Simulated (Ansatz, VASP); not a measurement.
**One calculation of MgCd3Se2, two programs**

```
Mg Cd Se
1.0
     5.87336    0.00000    0.00000
    -2.93668    5.08647    0.00000
     0.00000    0.00000    7.44826
Mg Cd Se
1 3 2
Cartesian
  0.0000 0.0000 0.0000
  1.4683 2.5432 0.0000
  2.9367 0.0000 0.0000
  4.4050 2.5432 0.0000
  0.0000 0.0000 4.8985
  0.0000 0.0000 2.5497
```

Alike in both runs: functional PBE; k mesh 6 × 6 × 4; occupations gaussian, width 0.1 eV; no spin polarisation.

Ansatz relaxed the structure, and its values are those at the end. VASP's run is a single point on that final structure, the one shown.

|  | VASP | Ansatz |
| --- | --- | --- |
| version | VASP 6.6.1 | Ansatz 0.2.0 |
| potentials or method | VASP PAW PBE potentials, release 64 (Mg, Cd, Se) | scalar-relativistic, plane waves, PAW |
| plane-wave cutoff (eV) | 520 | 420 |
| valence electrons in the cell | 50 | 102 |

VASP gave:

* gap on the k mesh at the Fermi level (eV): none
* pressure (GPa): 0.1
* rms of the force components (eV/Å): 0.010

Task: Estimate Ansatz's values.

Result: gap on the k mesh at the Fermi level (eV): none; pressure (GPa): 0.0; rms of the force components (eV/Å): 0.002.

A gap of «none» marks a metal or a gap that the smearing closes. With one functional, cell and mesh, what is left measures potentials, basis and numerics. The two sets of potentials don't hold the same shells in valence.
